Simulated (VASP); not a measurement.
Method: PBE GGA, VASP's PBE PAW potentials (set 64) (plane waves; VASP).

A VASP calculation is set up with these files.

### POSCAR
```
Si
2.71550
  0.0000000000   1.0000000000   1.0000000000
  1.0000000000   0.0000000000   1.0000000000
  1.0000000000   1.0000000000   0.0000000000
Si
2
Cart
  0.0000000000   0.0000000000   0.0000000000
  0.5000000000   0.5000000000   0.5000000000
```

INCAR:
```
LASPH = .TRUE.
EDIFF = 1E-8   ! SCF stop (eV)
PREC = Normal
LCHARG = .FALSE.
ENCUT = 350   ! plane-wave cut-off (eV)
LREAL = .FALSE.   ! projection in real space or not
SYSTEM = Si
SIGMA = 0.01   ! width (eV)
LWAVE = .TRUE.
ISMEAR = 0   ! Gaussian
GGA = PE   ! PBE
NELM = 100   ! most electronic steps
ALGO = Normal
```

### KPOINTS
```
Automatic mesh
0
Gamma
4 4 4
0 0 0
```

POTCAR, in this order: Si_GW (PBE.64 set). Program: vasp_std.

Question: What does the run give for the energy per atom (σ→0), pressure, band gap (on the k-mesh)?

Answer: 
```
Item                               Value
------------------------  --------------
energy per atom (σ→0)     -5325 meV/atom
band gap (on the k-mesh)         0.69 eV
pressure                       26.1 kbar
```

### OSZICAR
```
...
DAV:   9    -0.106508289513E+02   -0.13516E-03   -0.28174E-04   192   0.144E-01    0.173E-02
DAV:  10    -0.106508596850E+02   -0.30734E-04   -0.49895E-05   160   0.539E-02    0.244E-03
DAV:  11    -0.106508597341E+02   -0.49140E-07   -0.68322E-07   192   0.647E-03    0.494E-04
DAV:  12    -0.106508595569E+02    0.17718E-06   -0.84827E-08   160   0.254E-03    0.776E-05
DAV:  13    -0.106508595192E+02    0.37772E-07   -0.18756E-09   144   0.391E-04    0.162E-05
DAV:  14    -0.106508595312E+02   -0.12014E-07   -0.22481E-10   120   0.196E-04    0.544E-06
DAV:  15    -0.106508595339E+02   -0.27502E-08   -0.71652E-11   120   0.887E-05
   1 F= -.10650860E+02 E0= -.10650860E+02  d E =-.102787E-16
```

The compound is Si in the diamond structure. The cell was not relaxed at this level. The k-mesh is coarse (spacing up to 0.50 per Å, 2π included), so the numbers may not be converged in it.
